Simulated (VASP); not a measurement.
All values below come from LDA (Ceperley-Alder, Perdew-Zunger), VASP's LDA PAW potentials (set 64) (plane waves; VASP).

VASP input:

INCAR:
```
SYSTEM=ZnSe
PREC=Accurate; ENCUT=530; LREAL=.False.
LASPH=.True.
EDIFF=1E-7; NELM=100; ALGO=Normal
LMAXMIX=4
ISMEAR=0; SIGMA=0.05
IBRION=6; NSW=1; ISIF=3
POTIM=0.015; NFREE=2
LWAVE=.False.; LCHARG=.False.
```

File POSCAR:
```
ZnSe
1
    0.0000000000     2.7862321164     2.7862321164
    2.7862321164     0.0000000000     2.7862321164
    2.7862321164     2.7862321164     0.0000000000
Zn Se
1 1
Direct
  0.0000000000   0.0000000000   0.0000000000
  0.2500000000   0.2500000000   0.2500000000
```

File KPOINTS:
```
Automatic mesh
0
Gamma
7 7 7
0 0 0
```

POTCAR, in this order: Zn Se (LDA.64 set). Program: vasp_std.

What VASP printed:

**OUTCAR**
```


   1 f  =    6.553198 THz    41.174956 2PiTHz  218.591147 cm-1    27.101836 meV

   2 f  =    6.553198 THz    41.174956 2PiTHz  218.591147 cm-1    27.101836 meV

   3 f  =    6.553198 THz    41.174956 2PiTHz  218.591147 cm-1    27.101836 meV

   4 f/i=    0.012854 THz     0.080762 2PiTHz    0.428750 cm-1     0.053158 meV

   5 f/i=    0.012854 THz     0.080762 2PiTHz    0.428750 cm-1     0.053158 meV

   6 f/i=    0.012854 THz     0.080762 2PiTHz    0.428750 cm-1     0.053158 meV

 ELASTIC MODULI CONTR FROM IONIC RELAXATION (kBar)
 Direction    XX          YY          ZZ          XY          YZ          ZX
 --------------------------------------------------------------------------------
 XX          -0.0000     -0.0000     -0.0000      0.0000      0.0000     -0.0000
 YY          -0.0000     -0.0000     -0.0000      0.0000      0.0000      0.0000
 ZZ          -0.0000     -0.0000     -0.0000      0.0000      0.0000     -0.0000
 XY           0.0000      0.0000      0.0000   -242.6437      0.0000      0.0000
 YZ           0.0000      0.0000      0.0000      0.0000   -242.6437      0.0000
 ZX          -0.0000      0.0000     -0.0000      0.0000      0.0000   -242.6437
 --------------------------------------------------------------------------------

 TOTAL ELASTIC MODULI (kBar)
 Direction    XX          YY          ZZ          XY          YZ          ZX
 --------------------------------------------------------------------------------
 XX         975.9335    593.2593    593.2593     -0.0000      0.0000     -0.0000
 YY         593.2593    975.9335    593.2593     -0.0000      0.0000      0.0000
 ZZ         593.2593    593.2593    975.9335      0.0000     -0.0000     -0.0000
 XY          -0.0000     -0.0000      0.0000    425.4781      0.0000      0.0000
 YZ           0.0000      0.0000     -0.0000      0.0000    425.4781      0.0000
 ZX          -0.0000      0.0000     -0.0000      0.0000      0.0000    425.4781
 --------------------------------------------------------------------------------
```
(Selected blocks of OUTCAR.)

The compound is ZnSe in the zinc blende structure. It was relaxed first, which changed the volume by -5 %.
